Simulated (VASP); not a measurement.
Level of theory: revTPSS meta-GGA, VASP's PBE PAW potentials (set 64) (plane waves; VASP 6.6.1).

A VASP calculation is set up with these files.

**KPOINTS_OPT**
```
k-points along high-symmetry lines
10
Line-mode
Reciprocal
  0.000000   0.000000   0.000000 ! GAMMA
  0.500000   0.000000   0.500000 ! X

  0.500000   0.000000   0.500000 ! X
  0.625000   0.250000   0.625000 ! U

  0.375000   0.375000   0.750000 ! K
  0.000000   0.000000   0.000000 ! GAMMA

  0.000000   0.000000   0.000000 ! GAMMA
  0.500000   0.500000   0.500000 ! L

  0.500000   0.500000   0.500000 ! L
  0.500000   0.250000   0.750000 ! W

  0.500000   0.250000   0.750000 ! W
  0.500000   0.000000   0.500000 ! X
```

### POSCAR
```
Si
1
   -0.0000000000     2.7193497482     2.7193497482
    2.7193497482    -0.0000000000     2.7193497482
    2.7193497482     2.7193497482    -0.0000000000
Si
2
Direct
  0.0000000000   0.0000000000   0.0000000000
  0.2500000000   0.2500000000   0.2500000000
```

**KPOINTS**
```
Regular mesh
0
Gamma
  9 9 9
0 0 0
```

INCAR:
```
SYSTEM = Si
PREC = Accurate
ENCUT = 520
EDIFF = 1E-7
NELM = 100
ALGO = Normal
LREAL = .FALSE.
LASPH = .TRUE.
ISMEAR = -5
METAGGA = RTPSS
LMIXTAU = .TRUE.
LWAVE = .FALSE.
LCHARG = .FALSE.
LORBIT = 11
NEDOS = 601
ISIF = 2
```

POTCAR, in this order: Si (PBE.64 set). Program: vasp_std.

### Question
Predict the energy per atom (σ→0), band gap (over mesh and band path).

### Answer

The energy per atom (σ→0) is -6715 meV/atom and the band gap (over mesh and band path) is 0.56 eV.

File OSZICAR:
```
...
DAV:  14    -0.134294307784E+02   -0.84842E-04   -0.46139E-05   760   0.107E-01    0.105E-02
DAV:  15    -0.134294384315E+02   -0.76531E-05   -0.39186E-06   696   0.293E-02    0.787E-03
DAV:  16    -0.134294343382E+02    0.40933E-05   -0.14809E-06   656   0.181E-02    0.734E-03
DAV:  17    -0.134294428916E+02   -0.85534E-05   -0.66917E-06   608   0.350E-02    0.120E-03
DAV:  18    -0.134294429892E+02   -0.97586E-07   -0.65075E-08   736   0.318E-03
   1 F= -.13429443E+02 E0= -.13429443E+02  d E =0.000000E+00
       N       E                     dE             ncg
       N       E                     dE             ncg
```

The compound is Si in the diamond structure. It was relaxed first.
